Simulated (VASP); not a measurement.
Cu:

```
Cu
1.0
     0.00000    1.80750    1.80750
     1.80750    0.00000    1.80750
     1.80750    1.80750    0.00000
Cu
1
Direct
  0.00000 0.00000 0.00000
```

```yaml
Program: VASP 6.6.1
Task: relaxation of cell and atoms
Functional: RPBE
Potentials_or_basis: VASP PAW PBE potentials, release 64 (Cu)
Cutoff: 600 eV
k_mesh: 18 × 18 × 18
Occupations: methfessel-paxton, width 0.1 eV
Spin: no spin polarisation
```

At the start: pressure 7.5 GPa; volume 11.81 Å³/atom.

Problem. Where does the relaxation end?

Solution. Over 3 steps the energy falls by 14.5 meV/atom and the volume is 12.46 Å³/atom (+5.5 %); space group Fm-3m (No. 225, to 0.05 Å).

The path:
| step | energy change (eV) | largest force (eV/Å) | pressure (GPa) | volume (Å³) |
| --- | --- | --- | --- | --- |
| 1 | 0.0000 | 0.0000 | 7.51 | 11.81 |
| 2 | -0.0116 | 0.0000 | -2.83 | 12.78 |
| 3 | -0.0145 | 0.0000 | 0.04 | 12.46 |

Final structure:
```
Cu
1.0
     0.00000    1.84022    1.84022
     1.84022    0.00000    1.84022
     1.84022    1.84022    0.00000
Cu
1
Direct
  0.00000 0.00000 0.00000
```

Caveat: the PAW data sets were made with another functional, which shifts forces and pressure a little.
